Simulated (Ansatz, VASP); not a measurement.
# ZnS (Wurtzite-2H): VASP beside Ansatz, part 2 of 3

One calculation is typed for both programs; each brings its own data sets. How far apart do they land? The cell is taken from a series of runs on this material, whose earlier steps may have relaxed, scaled, displaced or heated it; both programs get it as it stands.

VASP 6.6.1 and Ansatz 0.2.0.

So far: Starting point; VASP: zone-centre phonons, LDA.

## Step 2: VASP: zone-centre phonons, LDA (continued)

Level of this step: LDA; plane waves and PAW (S, Zn) (VASP).

From OUTCAR (step 2):

```text
ion  position               nearest neighbor table
   1  0.333  0.667  0.380-   4 2.32   4 2.32   4 2.32   3 2.33
   2  0.667  0.333  0.880-   3 2.32   3 2.32   3 2.32   4 2.33
   3  0.333  0.667  0.005-   2 2.32   2 2.32   2 2.32   1 2.33
   4  0.667  0.333  0.505-   1 2.32   1 2.32   1 2.32   2 2.33

  LATTYP: Found a hexagonal cell.
 ALAT       =     3.7889870818
 C/A-ratio  =     1.6411519453

 Subroutine GETGRP returns: Found 12 space group operations
 (whereof  6 operations were pure point group operations)

The static configuration has the point symmetry C_3v.
 The point group associated with its full space group is C_6v.

 Found     95 irreducible k-points:

   k-points           NKPTS =     95   k-points in BZ     NKDIM =     95   number of bands    NBANDS=     24

   dimension x,y,z NGX =    28 NGY =   28 NGZ =   48
   dimension x,y,z NGXF=    56 NGYF=   56 NGZF=   96

   ENCUT  =  500.0 eV  36.75 Ry    6.06 a.u.   6.91  6.91 11.34*2*pi/ulx,y,z

   NELECT =      36.0000    total number of electrons

 k-points in reciprocal lattice and weights: Automatic mesh
   0.00000000  0.00000000  0.00000000       0.001
   0.08333333 -0.00000000  0.00000000       0.005
   0.16666667 -0.00000000  0.00000000       0.005
   0.25000000 -0.00000000  0.00000000       0.005
   0.33333333 -0.00000000  0.00000000       0.005
   0.41666667 -0.00000000  0.00000000       0.005
   0.50000000 -0.00000000  0.00000000       0.003
   0.08333333  0.08333333  0.00000000       0.005
   0.16666667  0.08333333  0.00000000       0.010
[...]
-1.894493541  3.281359067  0.000000000     0.000000000  0.304751775  0.000000000
     0.000000000  0.000000000  6.218303520     0.000000000  0.000000000  0.160815566

 POSITION                                       TOTAL-FORCE (eV/Angst)
 -----------------------------------------------------------------------------------
     -0.00000      2.18757      2.36082         0.000000     -0.000000     -0.000520
      1.89449      1.09379      5.46997        -0.000000      0.000000     -0.000520
     -0.00000      2.18757      0.03323         0.000000      0.000000      0.000520
      1.89449      1.09379      3.14238         0.000000     -0.000000      0.000520
 -----------------------------------------------------------------------------------
    total drift:                               -0.000000     -0.000000     -0.000221

 MACROSCOPIC STATIC DIELECTRIC TENSOR (including local field effects in DFT)
 ------------------------------------------------------
           6.029193     0.000000     0.000000
           0.000000     6.029193     0.000000
           0.000000     0.000000     6.145634
 ------------------------------------------------------

 PIEZOELECTRIC TENSOR (including local field effects)  for field in x, y, z        (C/m^2)
          XX          YY          ZZ          XY          YZ          ZX
  --------------------------------------------------------------------------------
  x     0.00000     0.00000    -0.00000     0.00000     0.00000     0.37488
  y     0.00000    -0.00000     0.00000     0.00000     0.37488     0.00000
  z     0.35605     0.35605    -0.75064     0.00000     0.00000    -0.00000

 BORN EFFECTIVE CHARGES (including local field effects) (in |e|, cummulative output)
 ---------------------------------------------------------------------------------
 ion    1
    1    -1.89991    -0.00000     0.00000
    2    -0.00000    -1.89991     0.00000
    3     0.00000     0.00000    -2.00624
 ion    2
    1    -1.89991     0.00000     0.00000
    2    -0.00000    -1.89991     0.00000
    3     0.00000     0.00000    -2.00624
 ion    3
    1     1.89991     0.00000     0.00000
    2     0.00000     1.89991     0.00000
    3    -0.00000     0.00000     2.00624
 ion    4
    1     1.89991     0.00000    -0.00000
    2     0.00000     1.89991     0.00000
    3     0.00000     0.00000     2.00624

 Eigenvectors and eigenvalues of the dynamical matrix
 ----------------------------------------------------

   1 f  =    9.916191 THz    62.305264 2PiTHz  330.768518 cm-1    41.010051 meV
             X         Y         Z           dx          dy          dz
     -0.000000  2.187573  2.360818    -0.000000    0.000000    0.698075
      1.894494  1.093786  5.469970    -0.000000   -0.000000   -0.698075
     -0.000000  2.187573  0.033229     0.000000   -0.000000   -0.112655
      1.894494  1.093786  3.142381     0.000000   -0.000000    0.112655

   2 f  =    8.389521 THz    52.712913 2PiTHz  279.844288 cm-1    34.696254 meV
             X         Y         Z           dx          dy          dz
     -0.000000  2.187573  2.360818    -0.000001   -0.613854    0.000000
      1.894494  1.093786  5.469970     0.000001    0.613854    0.000000
     -0.000000  2.187573  0.033229    -0.000001   -0.350974   -0.000000
      1.894494  1.093786  3.142381     0.000001    0.350974   -0.000000

   3 f  =    8.389521 THz    52.712913 2PiTHz  279.844288 cm-1    34.696254 meV
             X         Y         Z           dx          dy          dz
     -0.000000  2.187573  2.360818    -0.613854    0.000001    0.000000
      1.894494  1.093786  5.469970     0.613854   -0.000001    0.000000
     -0.000000  2.187573  0.033229    -0.350974    0.000001   -0.000000
      1.894494  1.093786  3.142381     0.350974   -0.000001   -0.000000

   4 f  =    8.268283 THz    51.951157 2PiTHz  275.800249 cm-1    34.194857 meV
             X         Y         Z           dx          dy          dz
     -0.000000  2.187573  2.360818     0.000001    0.579592   -0.000000
      1.894494  1.093786  5.469970     0.000001    0.579592   -0.000000
     -0.000000  2.187573  0.033229    -0.000001   -0.405060    0.000000
      1.894494  1.093786  3.142381    -0.000001   -0.405060    0.000000

   5 f  =    8.268283 THz    51.951157 2PiTHz  275.800249 cm-1    34.194857 meV
             X         Y         Z           dx          dy          dz
     -0.000000  2.187573  2.360818    -0.579592    0.000001    0.000000
      1.894494  1.093786  5.469970    -0.579592    0.000001    0.000000
     -0.000000  2.187573  0.033229     0.405060   -0.000001   -0.000000
      1.894494  1.093786  3.142381     0.405060   -0.000001   -0.000000

   6 f  =    8.115862 THz    50.993462 2PiTHz  270.716002 cm-1    33.564491 meV
             X         Y         Z           dx          dy          dz
     -0.000000  2.187573  2.360818     0.000000    0.000000    0.578284
      1.894494  1.093786  5.469970     0.000000    0.000000    0.578284
     -0.000000  2.187573  0.033229    -0.000000   -0.000000   -0.406925
      1.894494  1.093786  3.142381    -0.000000   -0.000000   -0.406925

   7 f  =    5.806267 THz    36.481851 2PiTHz  193.676215 cm-1    24.012779 meV
             X         Y         Z           dx          dy          dz
     -0.000000  2.187573  2.360818    -0.000000    0.000000    0.112655
      1.894494  1.093786  5.469970     0.000000    0.000000   -0.112655
     -0.000000  2.187573  0.033229     0.000000   -0.000000    0.698075
      1.894494  1.093786  3.142381    -0.000000    0.000000   -0.698075

   8 f  =    2.175912 THz    13.671658 2PiTHz   72.580611 cm-1     8.998845 meV
             X         Y         Z           dx          dy          dz
     -0.000000  2.187573  2.360818    -0.000024    0.350974    0.000000
      1.894494  1.093786  5.469970     0.000024   -0.350974    0.000000
     -0.000000  2.187573  0.033229     0.000041   -0.613854    0.000000
      1.894494  1.093786  3.142381    -0.000041    0.613854    0.000000

   9 f  =    2.175912 THz    13.671658 2PiTHz   72.580611 cm-1     8.998845 meV
             X         Y         Z           dx          dy          dz
     -0.000000  2.187573  2.360818     0.350974    0.000024   -0.000000
      1.894494  1.093786  5.469970    -0.350974   -0.000024   -0.000000
     -0.000000  2.187573  0.033229    -0.613854   -0.000041   -0.000000
      1.894494  1.093786  3.142381     0.613854    0.000041   -0.000000

  10 f/i=    0.007780 THz     0.048881 2PiTHz    0.259503 cm-1     0.032174 meV
             X         Y         Z           dx          dy          dz
     -0.000000  2.187573  2.360818    -0.317479   -0.251556    0.000000
      1.894494  1.093786  5.469970    -0.317479   -0.251556    0.000000
     -0.000000  2.187573  0.033229    -0.454275   -0.359946    0.000000
      1.894494  1.093786  3.142381    -0.454275   -0.359946    0.000000

  11 f/i=    0.007780 THz     0.048881 2PiTHz    0.259503 cm-1     0.032174 meV
             X         Y         Z           dx          dy          dz
     -0.000000  2.187573  2.360818     0.251556   -0.317479   -0.000000
      1.894494  1.093786  5.469970     0.251556   -0.317479   -0.000000
     -0.000000  2.187573  0.033229     0.359946   -0.454275   -0.000000
      1.894494  1.093786  3.142381     0.359946   -0.454275   -0.000000

  12 f/i=    0.018515 THz     0.116333 2PiTHz    0.617595 cm-1     0.076572 meV
             X         Y         Z           dx          dy          dz
     -0.000000  2.187573  2.360818    -0.000000    0.000000   -0.406925
      1.894494  1.093786  5.469970    -0.000000    0.000000   -0.406925
     -0.000000  2.187573  0.033229    -0.000000    0.000000   -0.578284
      1.894494  1.093786  3.142381    -0.000000    0.000000   -0.578284

 MACROSCOPIC STATIC DIELECTRIC TENSOR IONIC CONTRIBUTION
 ------------------------------------------------------
           2.809523    -0.000000     0.000000
          -0.000000     2.809523     0.000000
           0.000000     0.000000     3.243958
 ------------------------------------------------------

 ELASTIC MODULI CONTR FROM IONIC RELAXATION (kBar)
 Direction    XX          YY          ZZ          XY          YZ          ZX
 --------------------------------------------------------------------------------
 XX        -265.3785    115.8481    133.0362      0.0000      0.0000     -0.0000
 YY         115.8481   -265.3785    133.0362     -0.0000     -0.0000      0.0000
 ZZ         133.0362    133.0362   -236.7228     -0.0000      0.0000      0.0000
 XY           0.0000     -0.0000     -0.0000   -190.6133     -0.0000     -0.0000
 YZ          -0.0000     -0.0000      0.0000     -0.0000    -65.1442      0.0000
 ZX          -0.0000      0.0000      0.0000      0.0000      0.0000    -78.2691
 --------------------------------------------------------------------------------

 PIEZOELECTRIC TENSOR IONIC CONTR  for field in x, y, z        (C/m^2)
          XX          YY          ZZ          XY          YZ          ZX
  --------------------------------------------------------------------------------
  x    -0.00000     0.00000     0.00000    -0.00000     0.00000    -0.44125
  y     0.00000    -0.00000     0.00000    -0.00000    -0.40256     0.00000
  z    -0.46340    -0.46340     0.82457     0.00000    -0.00000    -0.00000
```

The dielectric response converges more slowly with the mesh than energies do, so tensor and charges may still move on a finer one.

(Part 2 of 3 ends here.)

[Lines on the potential files, build, host, timing and source positions are cut from VASP's logs without a mark.]

[Logs are printed without paths, hosts, clocks, repeated set-up lines and the standing remarks that a program may print on its own settings, such as how far it seeks lower states.]

[Hosts, paths, dates, database ids (printed as entryN), source tags and the programs' standing remarks are cut or masked in the printed files.]
